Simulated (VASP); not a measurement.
Output of a VASP run:

File OSZICAR:
```
...
DAV:   3    -0.960041903442E+02   -0.20546E+01   -0.20261E+01  3192   0.325E+01
DAV:   4    -0.960256961654E+02   -0.21506E-01   -0.21505E-01  2762   0.414E+00
DAV:   5    -0.960260852538E+02   -0.38909E-03   -0.38905E-03  3358   0.442E-01    0.701E+01
DAV:   6    -0.908959203915E+02    0.51302E+01   -0.91659E-01  2460   0.959E+00    0.400E+01
DAV:   7    -0.882776976482E+02    0.26182E+01   -0.22689E+00  2580   0.119E+01    0.575E+00
DAV:   8    -0.912445766770E+02   -0.29669E+01   -0.15877E+00  2502   0.979E+00    0.116E+01
DAV:   9    -0.902657967006E+02    0.97878E+00   -0.41215E-01  2388   0.768E+00    0.153E+00
DAV:  10    -0.904519551678E+02   -0.18616E+00   -0.30942E-01  2388   0.688E+00    0.384E+00
DAV:  11    -0.902696183327E+02    0.18234E+00   -0.39355E-02  2532   0.240E+00    0.759E-01
DAV:  12    -0.902875355808E+02   -0.17917E-01   -0.86587E-02  2442   0.351E+00    0.735E-01
DAV:  13    -0.902902664721E+02   -0.27309E-02   -0.23686E-03  3090   0.398E-01    0.202E-01
DAV:  14    -0.902887351624E+02    0.15313E-02   -0.34244E-03  2508   0.388E-01    0.436E-01
DAV:  15    -0.902885111040E+02    0.22406E-03   -0.53411E-04  2742   0.241E-01    0.124E-01
DAV:  16    -0.902886570259E+02   -0.14592E-03   -0.14273E-04  2808   0.144E-01    0.448E-02
DAV:  17    -0.902886399204E+02    0.17106E-04   -0.26737E-05  2778   0.433E-02    0.376E-02
DAV:  18    -0.902887077945E+02   -0.67874E-04   -0.99779E-06  2688   0.413E-02    0.369E-02
DAV:  19    -0.902886799869E+02    0.27808E-04   -0.10170E-05  2616   0.303E-02    0.301E-02
DAV:  20    -0.902886969726E+02   -0.16986E-04   -0.31261E-06  2730   0.168E-02    0.313E-03
DAV:  21    -0.902886946851E+02    0.22874E-05   -0.18597E-06  2670   0.109E-02    0.344E-03
DAV:  22    -0.902886965715E+02   -0.18864E-05   -0.68489E-07  2616   0.662E-03    0.274E-03
DAV:  23    -0.902886936033E+02    0.29682E-05   -0.51881E-08  1500   0.283E-03    0.641E-04
DAV:  24    -0.902886952235E+02   -0.16203E-05   -0.21245E-08  1416   0.170E-03    0.128E-03
DAV:  25    -0.902886943335E+02    0.88998E-06   -0.77773E-09  1416   0.919E-04    0.420E-04
DAV:  26    -0.902886944975E+02   -0.16397E-06   -0.10052E-09  1386   0.294E-04    0.457E-05
DAV:  27    -0.902886945355E+02   -0.38012E-07   -0.17809E-10  1380   0.103E-04
   1 F= -.90288695E+02 E0= -.90288633E+02  d E =-.902887E+02
       N       E                     dE             d eps       ncg     rms          rms(c)
DAV:   1    -0.902894773304E+02   -0.78283E-03   -0.52292E-02  2364   0.195E+00    0.232E-01
DAV:   2    -0.902888582871E+02    0.61904E-03   -0.99990E-04  3156   0.253E-01    0.907E-02
DAV:   3    -0.902889132282E+02   -0.54941E-04   -0.11067E-04  2928   0.102E-01    0.568E-02
DAV:   4    -0.902888507983E+02    0.62430E-04   -0.18222E-04  3238   0.916E-02    0.434E-02
DAV:   5    -0.902888693870E+02   -0.18589E-04   -0.47419E-05  2846   0.582E-02    0.236E-02
DAV:   6    -0.902888702097E+02   -0.82270E-06   -0.16087E-06  2766   0.119E-02    0.148E-02
DAV:   7    -0.902888694821E+02    0.72752E-06   -0.13005E-07  1802   0.315E-03    0.131E-03
DAV:   8    -0.902888701102E+02   -0.62809E-06   -0.43599E-08  1452   0.246E-03    0.131E-03
DAV:   9    -0.902888696848E+02    0.42538E-06   -0.74539E-09  1392   0.848E-04    0.355E-04
DAV:  10    -0.902888700183E+02   -0.33344E-06   -0.45694E-09  1350   0.756E-04    0.172E-04
DAV:  11    -0.902888698572E+02    0.16113E-06   -0.11847E-09  1350   0.304E-04    0.122E-04
DAV:  12    -0.902888698520E+02    0.51466E-08   -0.34930E-10  1338   0.130E-04
   2 F= -.90288870E+02 E0= -.90288825E+02  d E =-.175316E-03
```

**OUTCAR**
```
------------------------ aborting loop because EDIFF is reached ----------------------------------------
  FORCE on cell =-STRESS in cart. coord.  units (eV):
  Direction    XX          YY          ZZ          XY          YZ          ZX
  --------------------------------------------------------------------------------------
  Total       -0.9352300     -0.9352300     -0.9335568      0.0000000      0.0000000     -0.0000000
  in kB      -32.6860206    -32.6860198    -32.6275410      0.0000000      0.0000000     -0.0000000
  external PRESSURE =     -32.6665271 kB  Pullay stress =       0.0000000 kB
  volume of cell :       45.84
      direct lattice vectors                 reciprocal lattice vectors
     1.613966148 -2.795471334 -0.000000000     0.309795841 -0.178860714  0.000000000
     1.613966148  2.795471334 -0.000000000     0.309795841  0.178860714  0.000000000
    -0.000000000  0.000000000  5.080278437     0.000000000  0.000000000  0.196839605
 POSITION                                       TOTAL-FORCE (eV/Angst)
 -----------------------------------------------------------------------------------
      1.61397      0.93183      1.27007        -0.000000     -0.000000      0.000000
      1.61397     -0.93183      3.81021         0.000000      0.000000      0.000000
 -----------------------------------------------------------------------------------
    total drift:                               -0.000000      0.000189     -0.000015
  FREE ENERGIE OF THE ION-ELECTRON SYSTEM (eV)
  ---------------------------------------------------
  free  energy   TOTEN  =       -90.2888698520 eV

  energy  without entropy=      -90.2887361321  energy(sigma->0) =      -90.28882528

 reached required accuracy - stopping structural energy minimisation
```
(Selected blocks of OUTCAR.)

### POSCAR
```
Hf
1
    1.6120398718    -2.7921349233     0.0000000000
    1.6120398718     2.7921349233     0.0000000000
    0.0000000000     0.0000000000     5.0924268585
Hf
2
Direct
  0.3333330000   0.6666670000   0.2500000000
  0.6666670000   0.3333330000   0.7500000000
```

Question: Reconstruct the remaining input files.

Answer: This is not unique; one that fits is the input of the run itself, r2SCAN meta-GGA, plane waves, VASP's PBE PAW potentials (set 64).

### INCAR
```
SIGMA = 0.1   ! width (eV)
IBRION = 2   ! conjugate gradients
EDIFF = 1E-7
PREC = Accurate
NSW = 30   ! most ionic steps
LWAVE = F
LREAL = F   ! projection in real space or not
LMAXMIX = 6
METAGGA = R2SCAN
LASPH = T   ! aspherical one-centre terms
EDIFFG = -0.01   ! ionic stop
ALGO = Normal
SYSTEM = Hf
ISIF = 4
ENCUT = 520   ! plane-wave cut-off (eV)
NELM = 100   ! most electronic steps
LMIXTAU = T
LCHARG = F
ISMEAR = 1   ! Methfessel-Paxton
```

**KPOINTS**
```
Regular mesh
0
gamma
13 13 7
```

POTCAR, in this order: Hf_pv (PBE.64 set). Program: vasp_std.

The compound is Hf in the hcp structure. This cell is one point of a volume scan, at 1.03 of the reference volume. Symmetry was kept, so distortions that lower it aren't found.
